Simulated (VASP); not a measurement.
Method: LDA (Ceperley-Alder, Perdew-Zunger), VASP's LDA PAW potentials (set 64) (plane waves; VASP).

VASP input:

INCAR:
```
SYSTEM = Au
PREC = Accurate
ENCUT = 400
EDIFF = 1E-6
NELM = 100
ALGO = Normal
LREAL = .FALSE.
LASPH = .TRUE.
ISMEAR = 1
SIGMA = 0.1
LMAXMIX = 6
LWAVE = .FALSE.
LCHARG = .FALSE.
IBRION = 2
ISIF = 3
NSW = 60
EDIFFG = -0.01
```

KPOINTS:
```
Automatic mesh
0
Gamma
14 14 14
0 0 0
```

**POSCAR**
```
Au
1
    0.0000000000     2.0260740095     2.0260740095
    2.0260740095     0.0000000000     2.0260740095
    2.0260740095     2.0260740095     0.0000000000
Au
1
Direct
  0.0000000000   0.0000000000   0.0000000000
```

POTCAR, in this order: Au (LDA.64 set). Program: vasp_std.

What VASP printed:

### OSZICAR
```
       N       E                     dE             d eps       ncg     rms          rms(c)
DAV:   1     0.298912040409E+02    0.29891E+02   -0.50740E+03  2233   0.872E+02
DAV:   2    -0.451288971370E+01   -0.34404E+02   -0.32160E+02  1945   0.170E+02
DAV:   3    -0.476882650053E+01   -0.25594E+00   -0.25575E+00  2213   0.149E+01
DAV:   4    -0.476948138711E+01   -0.65489E-03   -0.65487E-03  2091   0.788E-01
DAV:   5    -0.476948537621E+01   -0.39891E-05   -0.39894E-05  2171   0.607E-02    0.104E+01
DAV:   6    -0.447092697445E+01    0.29856E+00   -0.96556E-01  1907   0.948E+00    0.638E+00
DAV:   7    -0.444643744305E+01    0.24490E-01   -0.85222E-02  1997   0.272E+00    0.290E+00
DAV:   8    -0.444298461664E+01    0.34528E-02   -0.21754E-03  2015   0.574E-01    0.248E-01
DAV:   9    -0.444298312267E+01    0.14940E-05   -0.66543E-06  2084   0.299E-02    0.715E-03
DAV:  10    -0.444298433416E+01   -0.12115E-05   -0.85012E-07  1751   0.879E-03    0.520E-04
DAV:  11    -0.444298434249E+01   -0.83219E-08   -0.19470E-08   961   0.156E-03
   1 F= -.44429843E+01 E0= -.44431010E+01  d E =-.444298E+01
       N       E                     dE             d eps       ncg     rms          rms(c)
DAV:   1    -0.444331476706E+01   -0.33043E-03   -0.71961E-03  1910   0.957E-01    0.110E-01
DAV:   2    -0.444298991784E+01    0.32485E-03   -0.10934E-03  1885   0.323E-01    0.471E-02
DAV:   3    -0.444297509731E+01    0.14821E-04   -0.68780E-05  1936   0.776E-02    0.330E-02
DAV:   4    -0.444297503741E+01    0.59904E-07   -0.24320E-06  1987   0.123E-02
   2 F= -.44429750E+01 E0= -.44430903E+01  d E =0.930508E-05
       N       E                     dE             d eps       ncg     rms          rms(c)
DAV:   1    -0.444312634695E+01   -0.15125E-03   -0.29499E-03  1909   0.613E-01    0.701E-02
DAV:   2    -0.444299410965E+01    0.13224E-03   -0.44484E-04  1885   0.206E-01    0.304E-02
DAV:   3    -0.444298779426E+01    0.63154E-05   -0.28102E-05  1911   0.496E-02    0.213E-02
DAV:   4    -0.444298762172E+01    0.17254E-06   -0.95434E-07  1869   0.777E-03
   3 F= -.44429876E+01 E0= -.44431038E+01  d E =-.327923E-05
```

OUTCAR:
```
------------------------ aborting loop because EDIFF is reached ----------------------------------------
  FORCE on cell =-STRESS in cart. coord.  units (eV):
  Direction    XX          YY          ZZ          XY          YZ          ZX
  --------------------------------------------------------------------------------------
  Total        0.0022900      0.0022900      0.0022900      0.0000000      0.0000000      0.0000000
  in kB        0.2207049      0.2207049      0.2207049      0.0000000      0.0000000      0.0000000
  external PRESSURE =       0.2207049 kB  Pullay stress =       0.0000000 kB
  volume of cell :       16.62
      direct lattice vectors                 reciprocal lattice vectors
    -0.000000000  2.025665838  2.025665838    -0.246832420  0.246832420  0.246832420
     2.025665838  0.000000000  2.025665838     0.246832420 -0.246832420  0.246832420
     2.025665838  2.025665838  0.000000000     0.246832420  0.246832420 -0.246832420
 POSITION                                       TOTAL-FORCE (eV/Angst)
 -----------------------------------------------------------------------------------
      0.00000      0.00000      0.00000        -0.000000      0.000000      0.000000
 -----------------------------------------------------------------------------------
    total drift:                               -0.000000     -0.000000      0.000000
  FREE ENERGIE OF THE ION-ELECTRON SYSTEM (eV)
  ---------------------------------------------------
  free  energy   TOTEN  =        -4.4429876217 eV

  energy  without entropy=       -4.4433360469  energy(sigma->0) =       -4.44310376

 reached required accuracy - stopping structural energy minimisation
```
(Selected blocks of OUTCAR.)

**CONTCAR**
```
Au
   1.00000000000000
    -0.0000000000000000    2.0256658375330616    2.0256658375330616
     2.0256658375330616    0.0000000000000000    2.0256658375330616
     2.0256658375330616    2.0256658375330616    0.0000000000000000
  Au
     1
Direct
     0.0000000000000000    0.0000000000000000    0.0000000000000000
```

The structure comes from a computed database's Au entry (Fm-3m); how it stands against other phases isn't given here. This run relaxes it. Symmetry was kept, so distortions that lower it aren't found. The start is the result of an earlier pass.
